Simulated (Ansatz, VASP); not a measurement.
# CuC2: VASP beside Ansatz

Wanted: the spread between two codes on one cell, functional and k mesh. The cell is invented: As first built, before any earlier steps moved the atoms (in the runner's words): it takes the Si2Ni structure with all of its atoms replaced by other elements, volume scaled by an estimate. It may not be a known or stable phase. The cell is taken from a series of VASP runs on this material, whose earlier steps may have relaxed, scaled or displaced it; both programs get it as it stands. Valence electrons are named where the data sets of a main pair hold unlike numbers.

Program: Ansatz 0.2.0. Level of theory: plane waves, with VASP 6.6.1 beside it; zone-centre phonons at LDA. Results are calculated unless marked as measured.

**1. The structure**

The structure is cubic, space group Fm-3m (No. 225). The conventional cell has a = 4.695 Å, b = 4.695 Å, c = 4.695 Å, α = 90.00°, β = 90.00°, γ = 90.00°. Cu has 8 C at 2.03 Å nearest. C has 4 Cu at 2.03 Å nearest. As first built, before any earlier steps moved the atoms (in the runner's words): sites of the Si2Ni structure (space group 225) filled with other elements, volume scaled by an estimate. Farther neighbours are not listed.

As a file:

```cif
data_structure
_symmetry_space_group_name_H-M 'Fm-3m'
_symmetry_Int_Tables_number 225
_cell_length_a 4.6952
_cell_length_b 4.6952
_cell_length_c 4.6952
_cell_angle_alpha 90.000
_cell_angle_beta 90.000
_cell_angle_gamma 90.000
_cell_volume 103.51
loop_
_atom_site_label
_atom_site_type_symbol
_atom_site_symmetry_multiplicity
_atom_site_Wyckoff_symbol
_atom_site_fract_x
_atom_site_fract_y
_atom_site_fract_z
_atom_site_occupancy
Cu1 Cu 4 a 0.00000 0.00000 0.00000 1
C1 C 8 c 0.25000 0.75000 0.75000 1
```

**2. Ansatz: zone-centre phonons, LDA**

Ansatz runs on its default PAW (the set named soft_2) files.

Second derivatives magnify differences that forces hide, and they need a tight electronic threshold.

The input, input.yaml:

```yaml
crystal:
  lattice:
    - [0.0, 2.3476160804, 2.3476160804]
    - [2.3476160804, 0.0, 2.3476160804]
    - [2.3476160804, 2.3476160804, 0.0]
  atoms:
    - { symbol: Cu, position: [0.0, 0.0, 0.0] }
    - { symbol: C, position: [0.25, 0.25, 0.25] }
    - { symbol: C, position: [0.75, 0.75, 0.75] }
hamiltonian:
  xc: lda
  pseudopotentials: { kind: paw }
kpoints:
  mp_grid: { grid: [8, 8, 8] }
scf:
  occupations: { method: fermi_dirac, width: 0.05 }
phonons:
  method: dfpt
  qpoints: [[0, 0, 0]]
```

The run is started by

```
$ ansatz run input.yaml --threads 4 --pin off --max-ram 9216MiB --backend cpu --events-out ev --progress --plain --runs-dir out
```

Numbers of over 12 decimals in the logs are rounded to 6 here.

Log:

```text
zone centre: on kpoints.mp_grid the ground state, and the responses unless they are solved on pairs of k-points, stand on 59 of the mesh's 512 k-points, reduced under 8 symmetry operations, with k and −k counted as one. Each operation leaves every solved displacement unchanged or reverses it
Engine: ansatz 0.2.0, aarch64-unknown-linux-gnu
Pseudopotentials: kind: paw
Pseudopotential: Cu, paw, valence charge 19, recommended cutoff 420 eV (normal), Cu.paw.azcp
Pseudopotential: C, paw, valence charge 4, recommended cutoff 420 eV (normal), C.paw.azcp
Functional definition: SPW92
  exchange = slater_x
  correlation = pw_c
Crystal: 3 atoms, lattice volume = 25.877 Å³
Basis set: ecut = 420 eV, 531 PW (Γ), exchange–correlation on 48×48×48 points (8 copies of the dense FFT grid, shifted against one another)
Bands: 18, of which v1, the nominal top of the filled ones, is band 14 counted from 1 (13 counted from 0)
Symmetry: 48 space group operations
k-points: 59 of 512 (irreducible under 8 space group operations, time reversal used)
Non-local potential: Cu, projectors of the file, l = 0: 3, l = 1: 2, l = 2: 3, l = 3: 1
Non-local potential: C, projectors of the file, l = 0: 2, l = 1: 2, l = 2: 1
PAW form: soft (Blöchl's): semilocal exchange-correlation on the pseudo side does not see the compensation charge
PAW frozen core: Cu, regenerated for the run's functional, and the local potential with it (the file was generated under x = pbe(κ = 0.804, μ = 0.219515), c = pbe(β = 0.066725))
PAW frozen core: C, regenerated for the run's functional, and the local potential with it (the file was generated under x = pbe(κ = 0.804, μ = 0.219515), c = pbe(β = 0.066725))
PAW one-centre angular grid: Cu, 590 points (default); XC on 64 Gauss nodes
PAW one-centre angular grid: C, 110 points (default); XC on 64 Gauss nodes
Initial density: superposition of atomic densities (neutral atoms: chi_scale 0, normalization atom), corrected by the library's trained network
Initial wavefunctions: pseudopotential atomic-orbital guess
Functional: x = slater, c = lda
SCF iter   1: F=—  HF=-7034.298855 eV  |F-HF|=—  |Δ(HF+E_count)|=         —  Δρ=1.13e-2  dr2=3.65e-2  ethr=1.77e-3  ⟨swp⟩=5.4  Hψ=4398  notcnv=0
preconditioner: auto → LDOS  [metal: Δε(μ)=0.008 eV  Ē_g=10.046 eV  σ=0.050 eV  W_gap=0.04  n_scr=14 (ndim 8)  ℏωp=31.8 eV  f_vac=0.015  D(μ)=3.05/eV (n_scr^D=50)  β→1.0]
SCF iter   2: F=—  HF=-7034.307894 eV  |F-HF|=—  |Δ(HF+E_count)|=   9.04e-3  Δρ=2.72e-2  dr2=1.21e-1  ethr=1.35e-4  ⟨swp⟩=2.1  Hψ=2602  notcnv=0
SCF iter   3: F=—  HF=-7034.292082 eV  |F-HF|=—  |Δ(HF+E_count)|=   1.58e-2  Δρ=1.41e-2  dr2=3.63e-2  ethr=1.35e-4  ⟨swp⟩=2.1  Hψ=1621  notcnv=0
SCF iter   4: F=—  HF=-7034.286297 eV  |F-HF|=—  |Δ(HF+E_count)|=   5.79e-3  Δρ=5.41e-4  dr2=1.87e-5  ethr=1.34e-4  ⟨swp⟩=2.6  Hψ=1660  notcnv=0
SCF iter   5: F=—  HF=-7034.286317 eV  |F-HF|=—  |Δ(HF+E_count)|=   2.01e-5  Δρ=9.61e-4  dr2=1.64e-4  ethr=6.94e-8  ⟨swp⟩=2.0  Hψ=1872  notcnv=0
SCF iter   6: F=—  HF=-7034.286296 eV  |F-HF|=—  |Δ(HF+E_count)|=   2.17e-5  Δρ=9.71e-5  dr2=1.43e-6  ethr=6.94e-8  ⟨swp⟩=2.0  Hψ=1634  notcnv=0
SCF iter   7: F=—  HF=-7034.286286 eV  |F-HF|=—  |Δ(HF+E_count)|=   9.88e-6  Δρ=1.58e-5  dr2=4.39e-8  ethr=5.31e-9  ⟨swp⟩=1.1  Hψ=1066  notcnv=0
SCF iter   8: F=—  HF=-7034.286286 eV  |F-HF|=—  |Δ(HF+E_count)|=   6.74e-9  Δρ=6.31e-7  dr2=1.25e-10  ethr=1.62e-10  ⟨swp⟩=2.5  Hψ=1467  notcnv=0
SCF iter   9: F=-7034.286286 eV  HF=-7034.286286 eV  |F-HF|=1.00e-11  |Δ(HF+E_count)|=  3.00e-11  Δρ=2.73e-7  dr2=8.49e-12  ethr=1.00e-12  ⟨swp⟩=5.9  Hψ=4586  notcnv=0
SCF 1 converged in 9 iterations: F = -7034.286286 eV  dr2 = 8.49e-12
  greatest PAW one-centre occupation: 1.000 electrons in one spin orbital (limit 2), on the Cu atom at site 0 (counted from 0), in its partial waves of l = 0
DFPT response loops at Γ: preconditioner auto → Kerker (q_TF=auto, 2.748 Å⁻¹) (partly filled bands, converged f_vac=0.015); β = 1.00, the filter's whole step (`scf.mixing.beta` (0.50) is not read by the response loops under this deck's `scf.mixing.preconditioner`; to damp them name `kerker` or `kerker_dos`, under which they read `scf.mixing.beta`, and type it under 1.00, their step now; both keys bind the ground state too); Broyden in place of MSR1
SCF converged after 9 iterations
Free energy (F): -7034.286286 eV
Harris-Foulkes:  -7034.286286 eV  (|F-HF|=1.00e-11)
Internal energy: -7034.263357 eV  (E = F + TS)
E sigma→0 (E₀):  -7034.274822 eV
Entropy (-TS):   -0.022928 eV (-7.643 meV/atom)
Fermi energy:    13.211769 eV
--- Per-component energies (eV) ---
  E_band       = -410.835252
  E_kinetic    = 461.916697
  E_local      = -4962.633985  (includes V_loc(G=0)·N_el)
  E_nonlocal   = 439.178586
  E_hartree    = 2161.519304
  E_xc         = -183.767033
  E_vxc        = -233.173761  (∫ρ·V_xc dr)
  E_paw        = -1760.729294  (= ΣΔE_a)
  E_vpaw       = -439.161553  (= ΣTr[D̂ρ^β])
  E_aug_tail   = 0.000403  (compensation charges beyond the density's cutoff)
  E_ewald      = -3190.323359
  E_core_change = 0.575325  (= ΣΔE_core)
  E_smearing   = -0.022928  (= −TS)
  E_closure    = -0.000000  (closes the sum)
  Σ components = -7034.286286   (vs F -7034.286286, Δ=0.00e0)
--- Band table (eV; the first three rows and the last of 59) ---
  k-point 0: bands = [... 10 lower, 9.0404, 14.3298, 14.3298, 14.3298, 15.4984, 15.4984, 15.4984, 22.4118]
  k-point 1: bands = [... 10 lower, 9.6791, 13.2331, 13.9605, 13.9605, 15.3877, 15.3877, 15.6333, 22.6466]
  k-point 2: bands = [... 10 lower, 10.0737, 12.2173, 13.0867, 13.0867, 15.1568, 15.1568, 15.3008, 23.3611]
  k-point 58: bands = [... 10 lower, 8.3847, 9.0813, 10.0607, 14.4225, 14.4225, 17.5516, 18.4724, 23.5901]
--- Phonons (Γ-DFPT): 2 representative perturbations + reference, on 59 of 512 k-points (Σ response iterations 6) ---
  k mesh reduced under 8 symmetry operations, with k and −k counted as one. Each operation leaves every solved displacement unchanged or reverses it
  ASR residual: 3.873e-5 → 0.000e0 eV/Å²; symmetrization residual: 2.553e-7 eV/Å²
  ASR residual per site (eV/Å²): 3.87e-5 3.37e-5 3.37e-5
  Γ frequencies (cm⁻¹): -294.53 -294.53 -294.53 0.00 0.00 0.00 391.88 391.88 391.88
  non-analytic LO–TO correction: not included (Born effective charges unavailable; polar crystals: no LO–TO splitting at Γ)
--- Phonons (arbitrary-q DFPT): 1 explicit q-point ---
  q = [0, 0, 0] (of the zone-centre solve; hermiticity 5.19e-8, symmetrization 9.27e-14): -294.53 -294.53 -294.53 -0.00 -0.00 0.00 391.88 391.88 391.88
  sum rule: each row above includes the acoustic sum rule's correction from the zone centre's row sums; it moved no ω² by more than (0.87 cm⁻¹)²
```

Elapsed: 2.6 s, on 4 threads of Arm Neoverse V2, shared host; peak memory 0.39 GiB; 8.6 s of CPU time.

(Part 1 of 2 ends here.)

[Lines on the potential files, build, host, timing and source positions are cut from VASP's logs without a mark.]

[Logs are printed without paths, hosts, clocks, repeated set-up lines and the standing remarks that a program may print on its own settings, such as how far it seeks lower states.]

[Hosts, paths, dates, database ids (printed as entryN), source tags and the programs' standing remarks are cut or masked in the printed files.]
